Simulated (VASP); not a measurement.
The input files of a VASP run:

### KPOINTS
```
kpoints
0
Gamma
  13 13 13
```

### INCAR
```
SYSTEM = CoAl
PREC = Accurate
ENCUT = 520
EDIFF = 1E-7
NELM = 100
ALGO = Normal
LREAL = .FALSE.
LASPH = .TRUE.
ISMEAR = 1
SIGMA = 0.1
GGA = ML
ZAB_VDW = -1.8867
LUSE_VDW = .TRUE.
AGGAC = 0.0
LMAXMIX = 4
LWAVE = .FALSE.
LCHARG = .FALSE.
ISIF = 2
```

File POSCAR:
```
CoAl
2.9460830
  1.0000001232   0.0000000000   0.0000000000
  0.0000000000   1.0000001232   0.0000000000
  0.0000000000   0.0000000000   1.0000001232
Al Co
1 1
Direct
  0.5000000000   0.5000000000   0.5000000000
  0.0000000000   0.0000000000   0.0000000000
```

POTCAR, in this order: Al Co (PBE.64 set). Program: vasp_std.

Problem. Translate this vdW-DF2 calculation to Quantum ESPRESSO's pw.x.

Solution. One equivalent input (not run):
```
&CONTROL
  calculation = 'scf'
  pseudo_dir = './pseudo'
  outdir = './out'
  tprnfor = .true.
  tstress = .true.
/
&SYSTEM
  ibrav = 0
  nat = 2
  ntyp = 2
  ecutwfc = 96
  occupations = 'smearing'
  smearing = 'methfessel-paxton'
  degauss = 0.00735
  input_dft = 'vdw-df2'
/
&ELECTRONS
  conv_thr = 7.3e-09
  electron_maxstep = 100
/
ATOMIC_SPECIES
  Al 26.982 Al.upf
  Co 58.933 Co.upf
CELL_PARAMETERS angstrom
     2.9460834    0.0000000    0.0000000
     0.0000000    2.9460834    0.0000000
     0.0000000    0.0000000    2.9460834
ATOMIC_POSITIONS crystal
  Al   0.5000000  0.5000000  0.5000000
  Co   0.0000000  0.0000000  0.0000000
K_POINTS automatic
  13 13 13 0 0 0
```
Limits of the translation: the potentials are each code's own (VASP's PAW set, PseudoDojo norm-conserving files in pw.x), so ENCUT and ecutwfc are chosen apart and not converted; conv_thr bounds pw.x's estimated SCF error, while EDIFF bounds the energy change between steps.

The compound is CoAl in the CsCl type structure. This cell is one point of a volume scan, at 1.06 of the reference volume.
